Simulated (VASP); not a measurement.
OSZICAR of a VASP run on Al35GeN35:

**OSZICAR**
```
       N       E                     dE             d eps       ncg     rms          rms(c)
DAV:   1    -0.526287385793E+03   -0.52629E+03   -0.10041E-05   800   0.809E-03    0.282E-03
RMM:   2    -0.526287385553E+03    0.24026E-06   -0.14144E-06   451   0.298E-03    0.178E-03
RMM:   3    -0.526287385521E+03    0.31503E-07   -0.92948E-07   538   0.180E-03    0.901E-04
RMM:   4    -0.526287385522E+03   -0.96770E-09   -0.13972E-07   367   0.812E-04
   1 F= -.52628739E+03 E0= -.52628739E+03  d E =-.214086E-13  mag=     1.0000
```

Problem. Which electronic solver shows in the log?

Solution. It is blocked Davidson (ALGO = Normal, or the opening steps of other solvers) and then RMM-DIIS (ALGO = Fast or VeryFast). The INCAR had ALGO = Fast.

Problem. How was spin treated?

Solution. Collinear spin (ISPIN = 2): the summary line carries one mag value, 1.00 μB in the cell.

Problem. Can the final energy be trusted as converged?

Solution. Self-consistency was reached. It stopped with EDIFF = 1E-6, NELM = 100 (PBE GGA, plane waves, VASP's PBE PAW potentials (set 64)).  The cell is charged, with a uniform compensating background.  The supercell is sampled at Γ alone, which is coarse: total energies, pressure and levels can be off, energies of defects by several tenths of an eV.

The cell is a supercell with a defect, built from AlN (wurtzite): Ge_Al-vac_N, charge +1. The total moment is imposed (NUPDOWN), so this need not be the lowest spin state.
